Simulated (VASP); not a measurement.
Ga2SnAs2, 5 atoms in the cell. Symmetry: I4/mmm, No. 139, tetragonal system. Conventional cell: a = 4.591 Å, b = 4.591 Å, c = 10.718 Å, α = 90.00°, β = 90.00°, γ = 90.00°. Ga (site symmetry 4mm) is surrounded by 4 As at 2.66 Å and 1 Ga at 2.68 Å. Around Sn (site symmetry 4/mmm) lie 10 Ga at 3.51 to 4.02 Å and 8 As at 3.53 Å. Around As (site symmetry -4m2) lie 4 Ga at 2.66 Å. The cell was built by a generator and needn't be a form met in nature.

| Quantity | Value |
| --- | --- |
| Program | VASP 6.6.1 |
| Task | single point |
| Functional | PBE |
| Potentials or basis | VASP PAW PBE potentials, release 64 (Ga_d, Sn_d, As) |
| Cutoff | 520 eV |
| k mesh | 8 × 8 × 8 |
| Occupations | fermi-dirac, width 0.05 eV |
| Spin | no spin polarisation |
| Further INCAR settings | ALGO = Normal; EDIFF = 1e-07; NBANDS = 33 |

Potentials or basis: VASP PAW PBE potentials, release 64 (Ga_d, Sn_d, As).

Command:

```sh
$ cat potpaw_PBE.64/Ga_d/POTCAR potpaw_PBE.64/Sn_d/POTCAR potpaw_PBE.64/As/POTCAR > POTCAR
$ mpirun -np 1 vasp_std > vasp.out
```

Hardware: 1 thread of Intel(R) Xeon(R) Platinum 8559C (Emerald Rapids) (shared host).

**Question.** Estimate the wall time of this run.

**Answer.** It took 4.4 min on 1 thread of Intel(R) Xeon(R) Platinum 8559C (Emerald Rapids), on a shared host, peak memory 0.45 GiB. Counts: scf iterations 15, k points 59.
